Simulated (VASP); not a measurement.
OSZICAR of a VASP run on Tl (hcp):

**OSZICAR**
```
       N       E                     dE             d eps       ncg     rms          rms(c)
DAV:   1     0.127498536278E+03    0.12750E+03   -0.14314E+04  2608   0.143E+03
DAV:   2    -0.221312614280E+01   -0.12971E+03   -0.12837E+03  2727   0.292E+02
DAV:   3    -0.447081297688E+01   -0.22577E+01   -0.21979E+01  3059   0.338E+01
DAV:   4    -0.448666545541E+01   -0.15852E-01   -0.15633E-01  2911   0.271E+00
DAV:   5    -0.448685094088E+01   -0.18549E-03   -0.18548E-03  2932   0.315E-01    0.233E+00
DAV:   6    -0.445075367679E+01    0.36097E-01   -0.73022E-02  2718   0.222E+00    0.168E+00
DAV:   7    -0.444485543689E+01    0.58982E-02   -0.29893E-02  2685   0.142E+00    0.652E-01
DAV:   8    -0.444452540904E+01    0.33003E-03   -0.18200E-03  2681   0.352E-01    0.333E-02
DAV:   9    -0.444453252464E+01   -0.71156E-05   -0.12949E-05  3163   0.333E-02    0.117E-02
DAV:  10    -0.444453881364E+01   -0.62890E-05   -0.60596E-06  2716   0.222E-02    0.111E-03
DAV:  11    -0.444453896566E+01   -0.15202E-06   -0.22055E-07  2171   0.348E-03    0.558E-04
DAV:  12    -0.444453899659E+01   -0.30936E-07   -0.25846E-08  1429   0.138E-03
   1 F= -.50693795E+01 E0= -.50694056E+01  d E =-.506938E+01
       N       E                     dE             d eps       ncg     rms          rms(c)
DAV:   1    -0.446586256110E+01   -0.21324E-01   -0.78807E-01  2626   0.690E+00    0.579E-01
DAV:   2    -0.445442572562E+01    0.11437E-01   -0.72268E-03  2650   0.923E-01    0.351E-01
DAV:   3    -0.444855731259E+01    0.58684E-02   -0.10960E-02  2691   0.106E+00    0.394E-02
DAV:   4    -0.444858535167E+01   -0.28039E-04   -0.59922E-04  2640   0.231E-01    0.202E-02
DAV:   5    -0.444858590890E+01   -0.55723E-06   -0.72381E-06  3307   0.278E-02    0.326E-03
DAV:   6    -0.444858539002E+01    0.51888E-06   -0.10160E-06  2725   0.114E-02    0.478E-04
DAV:   7    -0.444858540005E+01   -0.10027E-07   -0.53930E-08  1417   0.182E-03
   2 F= -.50734424E+01 E0= -.50735485E+01  d E =-.406284E-02
       N       E                     dE             d eps       ncg     rms          rms(c)
DAV:   1    -0.453756683591E+01   -0.88981E-01   -0.37686E+00  2636   0.151E+01    0.127E+00
DAV:   2    -0.448366124430E+01    0.53906E-01   -0.33483E-02  2644   0.191E+00    0.772E-01
DAV:   3    -0.445508377557E+01    0.28577E-01   -0.52177E-02  2664   0.229E+00    0.823E-02
DAV:   4    -0.445524592440E+01   -0.16215E-03   -0.27507E-03  2648   0.485E-01    0.478E-02
DAV:   5    -0.445525326455E+01   -0.73402E-05   -0.25104E-05  3143   0.434E-02    0.822E-03
DAV:   6    -0.445525285166E+01    0.41289E-06   -0.19111E-06  2693   0.128E-02    0.867E-04
DAV:   7    -0.445525287373E+01   -0.22066E-07   -0.63203E-08  1436   0.250E-03
   3 F= -.50801996E+01 E0= -.50803331E+01  d E =-.108200E-01
       N       E                     dE             d eps       ncg     rms          rms(c)
DAV:   1    -0.476982010676E+01   -0.31457E+00   -0.15289E+01  2647   0.305E+01    0.255E+00
DAV:   2    -0.456113373943E+01    0.20869E+00   -0.12783E-01  2629   0.346E+00    0.156E+00
DAV:   3    -0.444777654382E+01    0.11336E+00   -0.20728E-01  2660   0.425E+00    0.191E-01
DAV:   4    -0.444795785032E+01   -0.18131E-03   -0.10202E-02  2643   0.934E-01    0.917E-02
DAV:   5    -0.444799138283E+01   -0.33533E-04   -0.11543E-04  3080   0.105E-01    0.385E-02
DAV:   6    -0.444798292735E+01    0.84555E-05   -0.30513E-05  2672   0.552E-02    0.271E-03
DAV:   7    -0.444798302040E+01   -0.93050E-07   -0.10386E-06  2696   0.936E-03    0.113E-03
DAV:   8    -0.444798304998E+01   -0.29581E-07   -0.10231E-07  1427   0.319E-03
   4 F= -.50733028E+01 E0= -.50733588E+01  d E =-.392330E-02
       N       E                     dE             d eps       ncg     rms          rms(c)
DAV:   1    -0.463393088088E+01   -0.18595E+00   -0.81894E+00  2624   0.223E+01    0.187E+00
DAV:   2    -0.451794187663E+01    0.11599E+00   -0.73089E-02  2638   0.262E+00    0.114E+00
DAV:   3    -0.445588744446E+01    0.62054E-01   -0.11540E-01  2696   0.312E+00    0.126E-01
DAV:   4    -0.445616110778E+01   -0.27366E-03   -0.55422E-03  2652   0.664E-01    0.782E-02
DAV:   5    -0.445618010668E+01   -0.18999E-04   -0.61701E-05  2957   0.667E-02    0.135E-02
DAV:   6    -0.445617902454E+01    0.10821E-05   -0.57034E-06  2691   0.245E-02    0.231E-03
DAV:   7    -0.445617904357E+01   -0.19022E-07   -0.30615E-07  2206   0.674E-03
   5 F= -.50812035E+01 E0= -.50813697E+01  d E =-.118239E-01
```

Q: Which electronic solver shows in the log?

A: It is blocked Davidson (ALGO = Normal, or the opening steps of other solvers). The INCAR had ALGO = Normal.

Q: Can the final energy be trusted as converged?

A: The calculation finished and met its thresholds. It stopped with EDIFF = 1E-7, NELM = 100, NSW = 30 and EDIFFG = -0.01 after 5 ionic steps (PBE GGA with D3 dispersion (Becke-Johnson damping), plane waves, VASP's PBE PAW potentials (set 64)).

The compound is Tl in the hcp structure. This cell is one point of a volume scan, at 1.06 of the reference volume. Symmetry was kept, so distortions that lower it aren't found.
